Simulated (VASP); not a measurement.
Runs of VASP 6.6.1 on CoO. It takes space group Fm-3m (No. 225, cubic). The conventional cell has a = 4.244 Å, b = 4.244 Å, c = 4.244 Å, α = 90.00°, β = 90.00°, γ = 90.00°. Co (site symmetry m-3m) has 6 O at 2.12 Å as nearest neighbours. O (site symmetry m-3m) is surrounded by 6 Co at 2.12 Å. The cell was built by a generator and needn't be a form met in nature.

```tsv
task	level	potentials or basis	cell	cutoff (eV)	pressure (GPa)	moment (μB)
relaxation of cell and atoms	PBE+U	VASP PAW PBE potentials, release 64 (Co, O)	relaxed	600	0.0	3.00
band structure	LDA+U	VASP PAW LDA potentials, release 64 (Co, O)	as given	520	-16.9	3.00
band structure	r2SCAN+U	VASP PAW PBE potentials, release 64 (Co, O)	as given	520	-5.2	3.00
band structure	PBE+U	VASP PAW PBE potentials, release 64 (Co, O)	as given	520	(a)	3.00
```

Alike in all rows: spin collinear, ferromagnetic start; Co d U = 3.32 eV; k mesh 12 × 12 × 12; smearing gaussian 0.03 eV.

Problem. Estimate the missing entries.

Solution. (a) 0.3.

Caveats: a cell with one magnetic atom can't hold antiferromagnetic order, which such compounds often take; the relaxation stopped at its first step, so nothing moved (some runs); the PAW data sets were made with another functional, which shifts forces and pressure a little (some runs).
